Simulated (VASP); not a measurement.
Computed with PW91 GGA, VASP's PBE PAW potentials (set 64) (plane waves; VASP).

VASP input:

INCAR:
```
ALGO  =  Normal
EDIFF  =  1E-7
ENCUT  =  520
GGA  =  91
ISIF  =  2
ISMEAR  =  -5
LASPH  =  .TRUE.
LCHARG  =  .TRUE.
LMAXMIX  =  6
LORBIT  =  11
LREAL  =  .FALSE.
LWAVE  =  .FALSE.
NEDOS  =  601
NELM  =  100
PREC  =  Accurate
SYSTEM  =  Re
```

**KPOINTS**
```
Automatic mesh
0
Gamma
17 17 9
0 0 0
```

File POSCAR:
```
Re
1
    1.3914524526    -2.4100662270     0.0000000000
    1.3914524526     2.4100662270    -0.0000000000
    0.0000000000    -0.0000000000     4.4911788666
Re
2
Direct
  0.3333330000   0.6666670000   0.2500000000
  0.6666670000   0.3333330000   0.7500000000
```

POTCAR, in this order: Re (PBE.64 set). Program: vasp_std.

Unless said otherwise, spin-orbit coupling is left out, though it shifts the bands of the heavy elements here.

Estimate the energy per atom (σ→0), band gap (on the k-mesh).

* **energy per atom (σ→0)**: -12.337 eV/atom
* **band gap (on the k-mesh)**: none (metal, semimetal or under 0.01 eV)

OSZICAR:
```
...
DAV:   9    -0.246743956575E+02    0.60297E-03   -0.49882E-04  6954   0.214E-01    0.388E-02
DAV:  10    -0.246744314583E+02   -0.35801E-04   -0.45959E-05  6103   0.635E-02    0.608E-03
DAV:  11    -0.246744277249E+02    0.37334E-05   -0.73489E-07  5729   0.155E-02    0.310E-03
DAV:  12    -0.246744258251E+02    0.18998E-05   -0.35186E-08  3324   0.661E-03    0.815E-04
DAV:  13    -0.246744260393E+02   -0.21420E-06   -0.14408E-08  3225   0.400E-03    0.447E-04
DAV:  14    -0.246744261962E+02   -0.15693E-06   -0.97130E-09  3012   0.472E-03    0.638E-04
DAV:  15    -0.246744261974E+02   -0.11009E-08   -0.61587E-09  2898   0.276E-03
   1 F= -.24674426E+02 E0= -.24674426E+02  d E =0.000000E+00
```

The compound is Re in the hcp structure. It was relaxed first.
